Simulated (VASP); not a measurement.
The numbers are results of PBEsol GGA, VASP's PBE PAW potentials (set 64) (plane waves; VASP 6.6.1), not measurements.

VASP input:

File KPOINTS:
```
Automatic mesh
0
Gamma
13 13 13
0 0 0
```

INCAR:
```
GGA=PS
LWAVE=.FALSE.
LMAXMIX=6   ! l cut-off of mixed one-centre charges
LASPH=.TRUE.
ENCUT=520
LREAL=.FALSE.
ISIF=4   ! ions and shape, fixed volume
IBRION=2   ! conjugate gradients
SIGMA=0.1   ! width (eV)
LCHARG=.FALSE.
ISMEAR=1   ! Methfessel-Paxton
SYSTEM=WSi2
EDIFFG=-0.01   ! ionic stop
ALGO=Normal   ! blocked Davidson
NELM=100
NSW=30   ! most ionic steps
PREC=Accurate
EDIFF=1E-7
```

File POSCAR:
```
WSi2
1.0
 -1.6177194245   1.6177194245   3.9507845702
  1.6177194245  -1.6177194245   3.9507845702
  1.6177194245   1.6177194245  -3.9507845702
Si W
2 1
Direct
  0.6655434233   0.6655434233   0.0000000000
  0.3344565767   0.3344565767   0.0000000000
  0.0000000000   0.0000000000   0.0000000000
```

POTCAR, in this order: Si W_sv (PBE.64 set). Program: vasp_std.

The resulting files:

OSZICAR:
```
       N       E                     dE             d eps       ncg     rms          rms(c)
DAV:   1     0.125062298307E+03    0.12506E+03   -0.11139E+04  5880   0.147E+03
DAV:   2    -0.231248219460E+02   -0.14819E+03   -0.14627E+03  6720   0.360E+02
DAV:   3    -0.274905518815E+02   -0.43657E+01   -0.42467E+01  7854   0.520E+01
DAV:   4    -0.275224682394E+02   -0.31916E-01   -0.31898E-01  6678   0.526E+00
DAV:   5    -0.275228757449E+02   -0.40751E-03   -0.40748E-03  8036   0.596E-01    0.249E+01
DAV:   6    -0.267402263216E+02    0.78265E+00   -0.46181E+00  7161   0.158E+01    0.842E+00
DAV:   7    -0.266424376706E+02    0.97789E-01   -0.33681E-01  6769   0.338E+00    0.448E+00
DAV:   8    -0.266153859250E+02    0.27052E-01   -0.55305E-02  7588   0.201E+00    0.294E-01
DAV:   9    -0.266148082470E+02    0.57768E-03   -0.13981E-03  7077   0.307E-01    0.172E-01
DAV:  10    -0.266146690095E+02    0.13924E-03   -0.34449E-04  7133   0.187E-01    0.382E-02
DAV:  11    -0.266146625243E+02    0.64852E-05   -0.38154E-05  7406   0.511E-02    0.153E-02
DAV:  12    -0.266146624214E+02    0.10289E-06   -0.15209E-06  7126   0.890E-03    0.364E-03
DAV:  13    -0.266146619754E+02    0.44601E-06   -0.29433E-07  6413   0.539E-03    0.608E-04
DAV:  14    -0.266146619377E+02    0.37697E-07   -0.12701E-08  3409   0.117E-03
   1 F= -.26614662E+02 E0= -.26614666E+02  d E =-.266147E+02
       N       E                     dE             d eps       ncg     rms          rms(c)
DAV:   1    -0.266178660737E+02   -0.32041E-02   -0.92231E-02  6559   0.308E+00    0.267E-01
DAV:   2    -0.266157671750E+02    0.20989E-02   -0.40575E-03  7371   0.530E-01    0.143E-01
DAV:   3    -0.266151189131E+02    0.64826E-03   -0.16620E-03  7588   0.320E-01    0.400E-02
DAV:   4    -0.266151142731E+02    0.46400E-05   -0.93196E-05  6223   0.762E-02    0.155E-02
DAV:   5    -0.266151128282E+02    0.14448E-05   -0.31470E-06  7805   0.124E-02    0.839E-03
DAV:   6    -0.266151126377E+02    0.19052E-06   -0.73946E-07  7210   0.568E-03    0.176E-03
DAV:   7    -0.266151126119E+02    0.25781E-07   -0.81197E-08  3451   0.208E-03
   2 F= -.26615113E+02 E0= -.26615116E+02  d E =-.450674E-03
       N       E                     dE             d eps       ncg     rms          rms(c)
DAV:   1    -0.266154935266E+02   -0.38089E-03   -0.88863E-03  6559   0.956E-01    0.828E-02
DAV:   2    -0.266152898939E+02    0.20363E-03   -0.39883E-04  7336   0.164E-01    0.442E-02
DAV:   3    -0.266152279166E+02    0.61977E-04   -0.15576E-04  7609   0.949E-02    0.128E-02
DAV:   4    -0.266152272272E+02    0.68942E-06   -0.86051E-06  6307   0.229E-02    0.484E-03
DAV:   5    -0.266152271041E+02    0.12308E-06   -0.31168E-07  7560   0.383E-03    0.259E-03
DAV:   6    -0.266152271072E+02   -0.30795E-08   -0.67509E-08  3304   0.177E-03
   3 F= -.26615227E+02 E0= -.26615234E+02  d E =-.565170E-03
       N       E                     dE             d eps       ncg     rms          rms(c)
DAV:   1    -0.266153182630E+02   -0.91159E-04   -0.31368E-03  6860   0.477E-01    0.395E-02
DAV:   2    -0.266152797944E+02    0.38469E-04   -0.11951E-04  7105   0.871E-02    0.200E-02
DAV:   3    -0.266152687924E+02    0.11002E-04   -0.26981E-05  7497   0.390E-02    0.527E-03
DAV:   4    -0.266152685342E+02    0.25823E-06   -0.21603E-06  6909   0.112E-02    0.285E-03
DAV:   5    -0.266152685190E+02    0.15185E-07   -0.74717E-08  3864   0.194E-03
   4 F= -.26615269E+02 E0= -.26615275E+02  d E =-.414118E-04
```

OUTCAR:
```
------------------------ aborting loop because EDIFF is reached ----------------------------------------
  FORCE on cell =-STRESS in cart. coord.  units (eV):
  Direction    XX          YY          ZZ          XY          YZ          ZX
  --------------------------------------------------------------------------------------
  Total       -1.6779170     -1.6779170     -1.6773654      0.0000000      0.0000000      0.0000000
  in kB      -65.0026881    -65.0026881    -64.9813182      0.0000000      0.0000000      0.0000000
  external PRESSURE =     -64.9955648 kB  Pullay stress =       0.0000000 kB
  volume of cell :       41.36
      direct lattice vectors                 reciprocal lattice vectors
    -1.619225896  1.619225896  3.943436645     0.000000000  0.308789528  0.126792959
     1.619225896 -1.619225896  3.943436645     0.308789528  0.000000000  0.126792959
     1.619225896  1.619225896 -3.943436645     0.308789528  0.308789528  0.000000000
 POSITION                                       TOTAL-FORCE (eV/Angst)
 -----------------------------------------------------------------------------------
      0.00000      0.00000      5.24510         0.000000      0.000000      0.000393
      0.00000      0.00000      2.64178         0.000000      0.000000     -0.000393
      1.61923      1.61923     -3.94344        -0.000000     -0.000000      0.000000
 -----------------------------------------------------------------------------------
    total drift:                                0.000000     -0.000000      0.000000
  FREE ENERGIE OF THE ION-ELECTRON SYSTEM (eV)
  ---------------------------------------------------
  free  energy   TOTEN  =       -26.6152685190 eV

  energy  without entropy=      -26.6152882179  energy(sigma->0) =      -26.61527509

 reached required accuracy - stopping structural energy minimisation
```
(Selected blocks of OUTCAR.)

File CONTCAR:
```
WSi2
   1.00000000000000
    -1.6192258959578942    1.6192258959578942    3.9434366448015168
     1.6192258959578942   -1.6192258959578942    3.9434366448015168
     1.6192258959578942    1.6192258959578942   -3.9434366448015168
  Si              W
     2     1
Direct
     0.6650412881548458    0.6650412881548458    0.0000000000000000
     0.3349587118451544    0.3349587118451544    0.0000000000000000
     0.0000000000000000    0.0000000000000000    1.0000000000000000
```

OUTCAR:
```
 val. band max:       11.5191017644   @ k =  -0.3846  -0.4615   0.3846

 cond. band min:      11.6014642932   @ k =  -0.3846  -0.4615   0.3077


 Fermi energy:        11.5757415230

 k-point     1 :       0.0000    0.0000    0.0000
  band No.  band energies     occupation
      1     -62.3209      2.00000
      2     -26.5595      2.00000
      3     -26.5541      2.00000
      4     -26.5541      2.00000
      5      -2.3408      2.00000
      6       4.8170      2.00000
      7       7.7978      2.00000
      8       8.2824      2.00000
      9       8.7643      2.00000
     10       8.7643      2.00000
     11      12.1146     -0.00000
     12      14.1709      0.00000
     13      14.5347      0.00000
     14      14.5424      0.00000
     15      14.5424      0.00000

 k-point     2 :       0.0769    0.0000    0.0000
  band No.  band energies     occupation
      1     -62.3205      2.00000
      2     -26.5657      2.00000
      3     -26.5587      2.00000
      4     -26.5531      2.00000
      5      -2.2299      2.00000
      6       4.8213      2.00000
      7       7.4830      2.00000
      8       8.2820      2.00000
      9       8.8388      2.00000
     10       8.8883      2.00000
     11      11.6856     -0.06513
     12      13.8534      0.00000
     13      14.1497      0.00000
     14      14.8523      0.00000
     15      15.0352      0.00000

 k-point     3 :       0.1538   -0.0000    0.0000
  band No.  band energies     occupation
      1     -62.3195      2.00000
      2     -26.5978      2.00000
      3     -26.5563      2.00000
      4     -26.5501      2.00000
      5      -1.9017      2.00000
      6       4.7965      2.00000
      7       6.8685      2.00000
      8       8.2018      2.00000
      9       9.0513      2.00000
     10       9.0585      2.00000
     11      10.9261      2.00000
     12      13.1267     -0.00000
     13      13.7328      0.00000
     14      15.5636      0.00000
     15      15.7816      0.00000
...
```

Unless said otherwise, spin-orbit coupling is left out, though it shifts the bands of the heavy elements here.

The compound is WSi2 in the MoSi2 type structure. This cell is one point of a volume scan, at 1.03 of the reference volume. Symmetry was kept, so distortions that lower it aren't found.
